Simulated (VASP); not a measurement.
Calculation: PBE GGA, VASP's PBE PAW potentials (set 64) (plane waves; VASP).

The input files of a VASP run:

INCAR:
```
ALGO = Normal
EDIFF = 1E-6
ENCUT = 400
GGA = PE
ISIF = 2
ISMEAR = 0
LASPH = .TRUE.
LCHARG = .FALSE.
LMAXMIX = 4
LREAL = .FALSE.
LWAVE = .FALSE.
NELM = 100
PREC = Accurate
SIGMA = 0.05
SYSTEM = GaSb
```

### POSCAR
```
GaSb
1
    0.0000000000     3.0500000000     3.0500000000
    3.0500000000     0.0000000000     3.0500000000
    3.0500000000     3.0500000000     0.0000000000
Ga Sb
1 1
Direct
  0.0000000000   0.0000000000   0.0000000000
  0.2500000000   0.2500000000   0.2500000000
```

File KPOINTS:
```
Automatic mesh
0
G
  7 7 7
0 0 0
```

POTCAR, in this order: Ga_d Sb (PBE.64 set). Program: vasp_std.

The run wrote:

**OUTCAR**
```
 ion  position               nearest neighbor table
   1  0.000  0.000  0.000-   2 2.64   2 2.64   2 2.64   2 2.64
   2  0.250  0.250  0.250-   1 2.64   1 2.64   1 2.64   1 2.64
  LATTYP: Found a face centered cubic cell.
 ALAT       =     6.1000000000
 Subroutine PRICEL returns:
 Original cell was already a primitive cell.
 Subroutine GETGRP returns: Found 24 space group operations
The static configuration has the point symmetry T_d .
The dynamic configuration has the point symmetry T_d .
 Subroutine INISYM returns: Found 24 space group operations
 Subroutine IBZKPT returns following result:
 Found     20 irreducible k-points:

 Following reciprocal coordinates:
            Coordinates               Weight
  0.000000  0.000000  0.000000      1.000000
  0.142857  0.000000  0.000000      8.000000
  0.285714  0.000000  0.000000      8.000000
  0.428571  0.000000  0.000000      8.000000
  0.142857  0.142857  0.000000      6.000000
  0.285714  0.142857  0.000000     24.000000
  0.428571  0.142857  0.000000     24.000000
 -0.428571  0.142857  0.000000     24.000000
 -0.285714  0.142857  0.000000     24.000000
 -0.142857  0.142857  0.000000     12.000000
  0.285714  0.285714  0.000000      6.000000
  0.428571  0.285714  0.000000     24.000000
 -0.428571  0.285714  0.000000     24.000000
 -0.285714  0.285714  0.000000     12.000000
  0.428571  0.428571  0.000000      6.000000
 -0.428571  0.428571  0.000000     12.000000
  0.428571  0.285714  0.142857     24.000000
 -0.428571  0.285714  0.142857     48.000000
 -0.428571  0.428571  0.142857     24.000000
 -0.285714  0.428571  0.142857     24.000000
   k-points           NKPTS =     20   k-points in BZ     NKDIM =     20   number of bands    NBANDS=     13
   number of dos      NEDOS =    301   number of ions     NIONS =      2
   total plane-waves  NPLWV =  21952
   dimension x,y,z NGX =    28 NGY =   28 NGZ =   28
...
```

### OSZICAR
```
       N       E                     dE             d eps       ncg     rms          rms(c)
DAV:   1     0.689749176624E+02    0.68975E+02   -0.78402E+03   528   0.151E+03
DAV:   2    -0.231517937707E+01   -0.71290E+02   -0.69084E+02   565   0.270E+02
DAV:   3    -0.729965670564E+01   -0.49845E+01   -0.48732E+01   660   0.662E+01
DAV:   4    -0.738346440138E+01   -0.83808E-01   -0.83785E-01   568   0.981E+00
DAV:   5    -0.738593970579E+01   -0.24753E-02   -0.24752E-02   694   0.144E+00    0.323E+00
DAV:   6    -0.734077274557E+01    0.45167E-01   -0.73858E-02   755   0.482E+00    0.197E+00
DAV:   7    -0.732743978921E+01    0.13333E-01   -0.45127E-02   610   0.197E+00    0.347E-01
DAV:   8    -0.732839518526E+01   -0.95540E-03   -0.48824E-03   643   0.975E-01    0.815E-02
DAV:   9    -0.732890114793E+01   -0.50596E-03   -0.79457E-04   575   0.247E-01    0.396E-02
DAV:  10    -0.732891872720E+01   -0.17579E-04   -0.34914E-05   651   0.451E-02    0.105E-02
DAV:  11    -0.732894566788E+01   -0.26941E-04   -0.42212E-05   560   0.482E-02    0.461E-03
DAV:  12    -0.732894628804E+01   -0.62016E-06   -0.91238E-07   494   0.947E-03
   1 F= -.73289463E+01 E0= -.73288935E+01  d E =-.105652E-03
```

File OUTCAR:
```
------------------------ aborting loop because EDIFF is reached ----------------------------------------
  FORCE on cell =-STRESS in cart. coord.  units (eV):
  Direction    XX          YY          ZZ          XY          YZ          ZX
  --------------------------------------------------------------------------------------
  Total        0.9629931      0.9629931      0.9629931      0.0000000      0.0000000      0.0000000
  in kB       27.1896904     27.1896904     27.1896904      0.0000000      0.0000000      0.0000000
  external PRESSURE =      27.1896904 kB  Pullay stress =       0.0000000 kB
  volume of cell :       56.75
      direct lattice vectors                 reciprocal lattice vectors
     0.000000000  3.050000000  3.050000000    -0.163934426  0.163934426  0.163934426
     3.050000000  0.000000000  3.050000000     0.163934426 -0.163934426  0.163934426
     3.050000000  3.050000000  0.000000000     0.163934426  0.163934426 -0.163934426
  FREE ENERGIE OF THE ION-ELECTRON SYSTEM (eV)
  ---------------------------------------------------
  free  energy   TOTEN  =        -7.3289462880 eV

  energy  without entropy=       -7.3288406356  energy(sigma->0) =       -7.32889346
```
(Selected blocks of OUTCAR.)

**OUTCAR**
```
 val. band max:        4.9643068712   @ k =   0.0000   0.0000   0.0000

 cond. band min:       5.0621224413   @ k =   0.0000   0.0000   0.0000


 Fermi energy:         5.0237615423

 k-point     1 :       0.0000    0.0000    0.0000
  band No.  band energies     occupation
      1     -10.0916      2.00000
      2     -10.0916      2.00000
      3     -10.0916      2.00000
      4     -10.0407      2.00000
      5     -10.0407      2.00000
      6      -6.5743      2.00000
      7       4.9643      1.90736
      8       4.9643      1.90736
      9       4.9643      1.90736
     10       5.0621      0.27792
     11       7.7354      0.00000
     12       7.7354      0.00000
     13       7.7354      0.00000

 k-point     2 :       0.1429    0.0000    0.0000
  band No.  band energies     occupation
      1     -10.0973      2.00000
      2     -10.0895      2.00000
      3     -10.0895      2.00000
      4     -10.0412      2.00000
      5     -10.0412      2.00000
      6      -6.3637      2.00000
      7       2.6586      2.00000
      8       4.6433      2.00000
      9       4.6433      2.00000
     10       6.0294      0.00000
     11       8.1702      0.00000
     12       8.1702      0.00000
     13       8.6226      0.00000

 k-point     3 :       0.2857    0.0000    0.0000
  band No.  band energies     occupation
      1     -10.1097      2.00000
      2     -10.0846      2.00000
      3     -10.0846      2.00000
      4     -10.0414      2.00000
      5     -10.0414      2.00000
      6      -5.7769      2.00000
      7       0.3962      2.00000
      8       4.1371      2.00000
      9       4.1371      2.00000
     10       5.6926      0.00000
     11       8.6837      0.00000
     12       8.6837      0.00000
     13      10.7696      0.00000

 k-point     4 :       0.4286    0.0000    0.0000
  band No.  band energies     occupation
      1     -10.1192      2.00000
      2     -10.0814      2.00000
      3     -10.0814      2.00000
...
```

Unless said otherwise, spin-orbit coupling is left out, though it shifts the bands of the heavy elements here.

The compound is GaSb in the zinc blende structure. The cell was not relaxed at this level.
